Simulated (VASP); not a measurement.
All values below come from AM05 GGA, VASP's PBE PAW potentials (set 64) (plane waves; VASP).

VASP ran on this input.

### POSCAR
```
MoTe2
1.0
  1.7431726304  -3.0192631529   0.0000000000
  1.7431726304   3.0192631529   0.0000000000
  0.0000000000   0.0000000000  14.6304069517
Te Mo
4 2
direct
  0.3333330000   0.6666670000   0.8733806817
  0.6666670000   0.3333330000   0.3733806817
  0.6666670000   0.3333330000   0.1266193183
  0.3333330000   0.6666670000   0.6266193183
  0.3333330000   0.6666670000   0.2500000000
  0.6666670000   0.3333330000   0.7500000000
```

### KPOINTS
```
Automatic mesh
0
Gamma
7 7 2
0 0 0
```

### INCAR
```
! general
SYSTEM  = MoTe2
PREC    = Accurate
ENCUT   = 520   ! plane-wave cut-off (eV)
LREAL   = .FALSE.   ! projection in real space or not
LASPH   = .TRUE.   ! aspherical one-centre terms

! electronic loop
EDIFF   = 1E-7   ! SCF stop (eV)
NELM    = 100   ! most electronic steps
ALGO    = Normal
LMAXMIX = 4

! smearing
ISMEAR  = 0   ! Gaussian
SIGMA   = 0.05

! functional
GGA     = AM   ! AM05

! ions
IBRION  = 2   ! conjugate gradients
NSW     = 30   ! most ionic steps
ISIF    = 4   ! ions and shape, fixed volume
EDIFFG  = -0.01   ! ionic stop

! output
LWAVE   = .FALSE.
LCHARG  = .FALSE.
```

POTCAR, in this order: Te Mo_sv (PBE.64 set). Program: vasp_std.

Without a dispersion term in the relaxation, distances and binding between the weakly bound layers, chains or molecules are unreliable, and so is what depends on them.

Q: Estimate the energy per atom (σ→0).

A: 
```
Property                        Value
---------------------  --------------
energy per atom (σ→0)  -6.289 eV/atom
```

**OSZICAR**
```
...
DAV:   1    -0.377367419315E+02   -0.28979E-03   -0.96160E-03  1020   0.663E-01    0.107E-01
DAV:   2    -0.377365516770E+02    0.19025E-03   -0.86684E-04  1205   0.135E-01    0.685E-02
DAV:   3    -0.377365104335E+02    0.41243E-04   -0.16777E-04  1202   0.631E-02    0.263E-02
DAV:   4    -0.377364923176E+02    0.18116E-04   -0.68270E-05  1157   0.399E-02    0.196E-02
DAV:   5    -0.377364927147E+02   -0.39706E-06   -0.82971E-06  1286   0.128E-02    0.615E-03
DAV:   6    -0.377364920144E+02    0.70031E-06   -0.50554E-06  1216   0.882E-03    0.295E-03
DAV:   7    -0.377364920440E+02   -0.29558E-07   -0.47225E-07  1009   0.294E-03
   2 F= -.37736492E+02 E0= -.37736492E+02  d E =-.399689E-04
```

The compound is MoTe2 in the 2H layered structure. This run relaxes it. Symmetry was kept, so distortions that lower it aren't found.
